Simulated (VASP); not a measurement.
Consider the following.

```xyz
3
Lattice="1.5339 -2.6568 0.0000 1.5339 2.6568 0.0000 0.0000 0.0000 3.4782" Properties=species:S:1:pos:R:3 pbc="T T T"
Mg     0.0000     0.0000     3.4782
B      1.5339     0.8856     1.7391
B      1.5339    -0.8856     1.7391
```

These are MS2 meta-GGA, VASP's PBE PAW potentials (set 64) (plane waves; VASP) values and carry that method's errors. Settings: 520 eV cut-off, 13×13×10 Γ-centred mesh, tetrahedra with Blöchl corrections, potentials Mg B.

Question: Give the energies of bands 1 to 6 at the high-symmetry points, in eV from the Fermi level.

Answer: 
```
band       Γ      M      K       A      L      H
----  ------  -----  -----  ------  -----  -----
1     -13.02  -9.02  -7.69  -11.71  -8.02  -6.76
2      -2.77  -8.18  -7.69   -7.55  -7.22  -6.76
3       0.13  -2.37  -6.04    0.55  -3.54  -5.32
4       0.13   0.53   2.22    0.55  -2.05  -1.92
5       1.88   3.58   2.22    7.50  -1.17  -1.92
6       7.11   4.32   6.58    7.50   6.36   3.86
```

It has no gap at this level: it comes out as a metal or semimetal.

The compound is MgB2 in the AlB2 type structure. It was relaxed first.
